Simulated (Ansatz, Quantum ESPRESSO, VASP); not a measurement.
## One structure in several programs: Te₂Mo (P6_3/mmc, 6 atoms in the cell)

Self-consistent single point.

```
CELL_PARAMETERS angstrom
      3.50111     0.00000     0.00000
     -1.75056     3.03205     0.00000
      0.00000     0.00000    14.38265
ATOMIC_POSITIONS crystal
  Te 0.33333 0.66667 0.62782
  Te 0.66667 0.33333 0.37218
  Te 0.66667 0.33333 0.12782
  Te 0.33333 0.66667 0.87218
  Mo 0.33333 0.66667 0.25000
  Mo 0.66667 0.33333 0.75000
```

Shared settings, as Ansatz (a program for electronic structure) writes them: kpoints.mp_grid.grid = 7 7 2; scf.occupations.method = fixed. Potentials and cutoffs stand in the table.

| code | model | pressure (GPa) | largest force (eV/Å) | cutoff |
|---|---|---|---|---|
| VASP | PBE, VASP's PBE PAW potentials (set 64) | 6.34 | 1.045 | 300 eV |
| Quantum ESPRESSO | PBE, PSlibrary PAW (PBE) pseudopotentials | 6.54 | 1.080 | 55 Ry |
| Ansatz | PBE, default PAW files | 6.38 | 1.019 | 420 eV |

On Ansatz's run: spin-orbit coupling is off. Spin polarisation is off.

The spread over the programs that give each value: pressure within 0.20 GPa; largest force within 0.061 eV/Å.

Ansatz's pressure is given at a fixed set of plane waves, as the other plane-wave codes print theirs; with its correction for the finite basis it is 6.41 GPa.

This mesh misses zone-boundary points where a band edge of such crystals can lie, so no gaps are given.

On the base mesh (6 6 2) the same programs gave: Quantum ESPRESSO pressure 6.54 GPa; Ansatz pressure 6.37 GPa; VASP pressure 6.33 GPa.

VASP's run is marked for a possible Pulay error in its stress at this cutoff; no cutoff test was made.

VASP ran the fixed occupations as a Gaussian smearing of 0.01 eV.

The starting cell comes from a database of computed structures (which also holds hypothetical and non-ambient phases and stackings), without a prior relaxation at this level. Its lattice was rescaled by a random factor within 2.5 % of one.

Left out of this page: GPAW and SIESTA (not drawn, or without a comparable value); CP2K (on another mesh).

Keys are those of Ansatz 0.2.
